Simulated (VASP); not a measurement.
Data:

```
CELL_PARAMETERS angstrom
      0.00000     2.13846     2.13846
      2.13846     0.00000     2.13846
      2.13846     2.13846     0.00000
ATOMIC_POSITIONS crystal
  Be 0.25000 0.25000 0.25000
  Be 0.75000 0.75000 0.75000
  C  0.00000 0.00000 0.00000
```

Method: PBE GGA with D3 dispersion (Becke-Johnson damping), VASP's PBE PAW potentials (set 64) (plane waves; VASP 6.6.1). Run with 520 eV cut-off, 9×9×9 Γ-centred mesh, Gaussian smearing of 0.050 eV, potentials Be C.

Task: Estimate the energy per atom (σ→0).

Result: 
```
Property                       Result
---------------------  --------------
energy per atom (σ→0)  -6136 meV/atom
```

The compound is Be2C in the antifluorite structure. It was relaxed first.
